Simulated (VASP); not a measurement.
Here is the system:

```xyz
5
Lattice="3.9904 0.0000 0.0000 0.0000 3.9904 0.0000 0.0000 0.0000 4.1027" Properties=species:S:1:pos:R:3 pbc="T T T"
Ba     1.9952     1.9952     2.3900
Ti     0.0000     0.0000     0.4104
O      0.0000     1.9952     0.2635
O      1.9952     0.0000     0.2635
O      0.0000     0.0000     2.2522
```

Computed with G0W0 on PBE orbitals, VASP's PBE PAW potentials (set 64) (plane waves; VASP 6.6.1). Run with PREC = Normal, 500 eV cut-off, 4×4×4 Γ-centred mesh, Gaussian smearing of 0.010 eV, potentials Ba_sv_GW Ti_sv_GW O_GW_new.

The mesh is coarse and the basis finite, so the quasiparticle values are not converged.

NBANDS = 220, ENCUTGW = 170 eV, NOMEGA = 64. The PBE levels (eV) that the step starts from are:

```
state                            KS energy  filling
-------------------------------  ---------  -------
k1 (0.00, 0.00, 0.00), band 17        4.65        2
k1 (0.00, 0.00, 0.00), band 18        5.32        2
k1 (0.00, 0.00, 0.00), band 19        5.47        2
k1 (0.00, 0.00, 0.00), band 20        5.47        2
k1 (0.00, 0.00, 0.00), band 21        7.73        0
k1 (0.00, 0.00, 0.00), band 22        8.14        0
k1 (0.00, 0.00, 0.00), band 23        8.14        0
k1 (0.00, 0.00, 0.00), band 24        9.94        0
k7 (0.00, 0.00, 0.25), band 17        4.28        2
k7 (0.00, 0.00, 0.25), band 18        4.52        2
k7 (0.00, 0.00, 0.25), band 19        5.33        2
k7 (0.00, 0.00, 0.25), band 20        5.33        2
k7 (0.00, 0.00, 0.25), band 21        7.78        0
k7 (0.00, 0.00, 0.25), band 22        8.80        0
k7 (0.00, 0.00, 0.25), band 23        8.80        0
k7 (0.00, 0.00, 0.25), band 24        9.94        0
k10 (0.25, 0.25, 0.25), band 17       3.48        2
k10 (0.25, 0.25, 0.25), band 18       4.99        2
k10 (0.25, 0.25, 0.25), band 19       5.03        2
k10 (0.25, 0.25, 0.25), band 20       5.25        2
k10 (0.25, 0.25, 0.25), band 21       9.03        0
k10 (0.25, 0.25, 0.25), band 22       9.12        0
k10 (0.25, 0.25, 0.25), band 23       9.15        0
k10 (0.25, 0.25, 0.25), band 24      11.70        0
```

**Question.** Give the quasiparticle energies and renormalisation factors Z.

**Answer.** 
```csv
state,QP energy (eV),Z
"k1 (0.00, 0.00, 0.00), band 17",4.19,0.71
"k1 (0.00, 0.00, 0.00), band 18",4.97,0.72
"k1 (0.00, 0.00, 0.00), band 19",5.11,0.72
"k1 (0.00, 0.00, 0.00), band 20",5.11,0.72
"k1 (0.00, 0.00, 0.00), band 21",9.02,0.73
"k1 (0.00, 0.00, 0.00), band 22",9.41,0.73
"k1 (0.00, 0.00, 0.00), band 23",9.41,0.73
"k1 (0.00, 0.00, 0.00), band 24",11.60,0.72
"k7 (0.00, 0.00, 0.25), band 17",3.78,0.71
"k7 (0.00, 0.00, 0.25), band 18",4.05,0.71
"k7 (0.00, 0.00, 0.25), band 19",4.94,0.72
"k7 (0.00, 0.00, 0.25), band 20",4.94,0.72
"k7 (0.00, 0.00, 0.25), band 21",9.10,0.73
"k7 (0.00, 0.00, 0.25), band 22",10.14,0.71
"k7 (0.00, 0.00, 0.25), band 23",10.14,0.71
"k7 (0.00, 0.00, 0.25), band 24",11.60,0.72
"k10 (0.25, 0.25, 0.25), band 17",2.96,0.71
"k10 (0.25, 0.25, 0.25), band 18",4.56,0.71
"k10 (0.25, 0.25, 0.25), band 19",4.58,0.71
"k10 (0.25, 0.25, 0.25), band 20",4.83,0.71
"k10 (0.25, 0.25, 0.25), band 21",10.39,0.70
"k10 (0.25, 0.25, 0.25), band 22",10.48,0.70
"k10 (0.25, 0.25, 0.25), band 23",10.51,0.70
"k10 (0.25, 0.25, 0.25), band 24",13.21,0.70
```
On the mesh the gap opens from 1.83 to 3.49 eV.

The structure comes from a computed database's BaTiO3 entry (P4mm); how it stands against other phases isn't given here. The cell was not relaxed at this level.
